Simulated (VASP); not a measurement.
```
CELL_PARAMETERS angstrom
      0.00000     2.96114     2.96114
      2.96114     0.00000     2.96114
      2.96114     2.96114     0.00000
ATOMIC_POSITIONS crystal
  Ca 0.00000 0.00000 0.00000
  Se 0.50000 0.50000 0.50000
```

All values below come from RPBE GGA, VASP's PBE PAW potentials (set 64) (plane waves; VASP). Numerical set-up: 520 eV cut-off, 8×8×8 Γ-centred mesh, Gaussian smearing of 0.050 eV, potentials Ca_sv Se.

Q: Estimate the energy per atom (σ→0), pressure, band gap (on the k-mesh) with the smallest direct gap where there is one.

A: 
```
Quantity                                     Result
-----------------------------------  --------------
band gap (on the k-mesh)                    2.14 eV
smallest direct gap (on the k-mesh)         3.06 eV
energy per atom (σ→0)                -4.440 eV/atom
pressure                                   3.05 GPa
```

The compound is CaSe in the rock salt structure. This cell is one point of a volume scan, at 0.94 of the reference volume.
